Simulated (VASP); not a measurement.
CdSi4O:

```
CELL_PARAMETERS angstrom
0.00000 3.60175 3.60175
3.60175 0.00000 3.60175
3.60175 3.60175 0.00000
ATOMIC_POSITIONS crystal
Cd 0.50000 0.50000 0.50000
Si 0.87672 0.87672 0.36984
Si 0.87672 0.36984 0.87672
Si 0.87672 0.87672 0.87672
Si 0.36984 0.87672 0.87672
O 0.25000 0.25000 0.25000
```

The cell was built by a generator and needn't be a form met in nature.

| Item | Value |
| --- | --- |
| Program | VASP 6.6.1 |
| Task | relaxation of cell and atoms |
| Functional | BLYP |
| Dispersion | D3 |
| Potentials or basis | VASP PAW PBE potentials, release 64 (Cd, Si, O) |
| Cutoff | 600 eV |
| k mesh | 5 × 5 × 5 |
| Occupations | fermi-dirac, width 0.05 eV |
| Spin | no spin polarisation |

At the start: pressure 2.7 GPa; volume 15.57 Å³/atom.

**Question.** How do energy, volume and symmetry change on relaxing?

**Answer.** Over 5 steps the energy falls by 5.0 meV/atom and the volume is 16.14 Å³/atom (+3.6 %); space group F-43m (No. 216, to 0.05 Å).

The path:
```tsv
step	energy change (eV)	largest force (eV/Å)	pressure (GPa)	volume (Å³)
1	0.0000	0.1360	2.72	93.45
2	-0.0301	0.0149	-0.12	97.07
3	-0.0302	0.0189	-0.02	96.93
4	-0.0302	0.0209	0.03	96.86
5	-0.0302	0.0052	0.04	96.84
```

Final structure:
```
Cd Si O
1.0
     0.00000    3.64481    3.64481
     3.64481    0.00000    3.64481
     3.64481    3.64481    0.00000
Cd Si O
1 4 1
Direct
  0.50000 0.50000 0.50000
  0.87729 0.87729 0.36814
  0.87729 0.36814 0.87729
  0.87729 0.87729 0.87729
  0.36814 0.87729 0.87729
  0.25000 0.25000 0.25000
```

Caveat: the PAW data sets were made with another functional, which shifts forces and pressure a little; pairwise dispersion overbinds metals, which lowers pressure and volume.
